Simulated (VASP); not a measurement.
Output of a VASP run:

### OSZICAR
```
       N       E                     dE             d eps       ncg     rms          rms(c)
DAV:   1     0.448809867924E+03    0.44881E+03   -0.24087E+04   960   0.178E+03
DAV:   2    -0.238610919292E+02   -0.47267E+03   -0.46892E+03  1216   0.488E+02
DAV:   3    -0.504220313289E+02   -0.26561E+02   -0.26424E+02  1008   0.126E+02
DAV:   4    -0.512635914493E+02   -0.84156E+00   -0.84127E+00  1664   0.197E+01
DAV:   5    -0.512699290739E+02   -0.63376E-02   -0.63357E-02  1128   0.157E+00    0.414E+01
DAV:   6    -0.429390453168E+02    0.83309E+01   -0.89172E+01  1368   0.745E+01    0.189E+01
DAV:   7    -0.420349549851E+02    0.90409E+00   -0.27948E+01  1128   0.479E+01    0.184E+01
DAV:   8    -0.414042382046E+02    0.63072E+00   -0.39362E+00  1056   0.187E+01    0.243E+00
DAV:   9    -0.414180130872E+02   -0.13775E-01   -0.16623E-01  1368   0.257E+00    0.147E+00
DAV:  10    -0.414093386213E+02    0.86745E-02   -0.98133E-02  1056   0.310E+00    0.399E-01
DAV:  11    -0.414076516728E+02    0.16869E-02   -0.10924E-02  1032   0.902E-01    0.103E-01
DAV:  12    -0.414077211417E+02   -0.69469E-04   -0.53015E-04  1200   0.184E-01    0.976E-02
DAV:  13    -0.414076889011E+02    0.32241E-04   -0.22897E-04  1088   0.133E-01    0.114E-02
DAV:  14    -0.414076899121E+02   -0.10110E-05   -0.11159E-05  1304   0.203E-02    0.875E-03
DAV:  15    -0.414076897761E+02    0.13597E-06   -0.15984E-06  1136   0.850E-03    0.956E-03
DAV:  16    -0.414076895380E+02    0.23811E-06   -0.14163E-06  1128   0.117E-02    0.238E-03
DAV:  17    -0.414076895246E+02    0.13449E-07   -0.94468E-08  1040   0.244E-03    0.986E-04
DAV:  18    -0.414076895199E+02    0.47039E-08   -0.80836E-09   544   0.938E-04
   1 F= -.41407690E+02 E0= -.41406746E+02  d E =-.414077E+02
```

File OUTCAR:
```
------------------------ aborting loop because EDIFF is reached ----------------------------------------
  FORCE on cell =-STRESS in cart. coord.  units (eV):
  Direction    XX          YY          ZZ          XY          YZ          ZX
  --------------------------------------------------------------------------------------
  Total       -0.0518642     -0.0518642     -0.0518642     -0.0000000      0.0000000     -0.0000000
  in kB       -1.4959096     -1.4959096     -1.4959096     -0.0000000      0.0000000     -0.0000000
  external PRESSURE =      -1.4959096 kB  Pullay stress =       0.0000000 kB
  volume of cell :       55.55
      direct lattice vectors                 reciprocal lattice vectors
     3.815553682  0.000000000  0.000000000     0.262085161  0.000000000  0.000000000
     0.000000000  3.815553682  0.000000000     0.000000000  0.262085161  0.000000000
     0.000000000  0.000000000  3.815553682     0.000000000  0.000000000  0.262085161
 POSITION                                       TOTAL-FORCE (eV/Angst)
 -----------------------------------------------------------------------------------
      0.00000      0.00000      0.00000         0.000000      0.000000      0.000000
      1.90778      1.90778      1.90778         0.000000      0.000000      0.000000
      1.90778      0.00000      1.90778         0.000000      0.000000      0.000000
      0.00000      1.90778      1.90778         0.000000      0.000000      0.000000
      1.90778      1.90778      0.00000         0.000000      0.000000      0.000000
 -----------------------------------------------------------------------------------
    total drift:                                0.000000      0.000000      0.000000
  FREE ENERGIE OF THE ION-ELECTRON SYSTEM (eV)
  ---------------------------------------------------
  free  energy   TOTEN  =       -41.4076895199 eV

  energy  without entropy=      -41.4048583931  energy(sigma->0) =      -41.40674581

 reached required accuracy - stopping structural energy minimisation
```
(Selected blocks of OUTCAR.)

**POSCAR**
```
SrVO3
1
    3.8155536819     0.0000000000     0.0000000000
    0.0000000000     3.8155536819     0.0000000000
    0.0000000000     0.0000000000     3.8155536819
Sr V O
1 1 3
Direct
  0.0000000000   0.0000000000   0.0000000000
  0.5000000000   0.5000000000   0.5000000000
  0.5000000000   0.0000000000   0.5000000000
  0.0000000000   0.5000000000   0.5000000000
  0.5000000000   0.5000000000   0.0000000000
```

Reconstruct the remaining input files.

Several could match; the one computed here: the input of the run itself, PBEsol GGA, plane waves, VASP's PBE PAW potentials (set 64).

**KPOINTS**
```
K-points
0
G
 7 7 7
```

### INCAR
```
! general
SYSTEM  = SrVO3
PREC    = Accurate
ENCUT   = 520
LREAL   = .False.
LASPH   = .True.   ! aspherical one-centre terms

! electronic loop
EDIFF   = 1E-8   ! SCF stop (eV)
NELM    = 100   ! most electronic steps
ALGO    = Normal   ! blocked Davidson
LMAXMIX = 4   ! l cut-off of mixed one-centre charges

! smearing
ISMEAR  = 1
SIGMA   = 0.1   ! width (eV)

! functional
GGA     = PS   ! PBEsol

! ions
IBRION  = 1   ! quasi-Newton
NSW     = 30   ! most ionic steps
ISIF    = 2   ! forces and stress, cell fixed
EDIFFG  = -0.001

! output
LWAVE   = .False.
LCHARG  = .False.
```

POTCAR, in this order: Sr_sv V_sv O (PBE.64 set). Program: vasp_std.

The compound is SrVO3 in the cubic perovskite structure. It was relaxed first. The start is the result of an earlier pass. The run is not spin-polarised, so no magnetic state was tried. The electron count is odd and the run is not spin-polarised, which forces a metal.
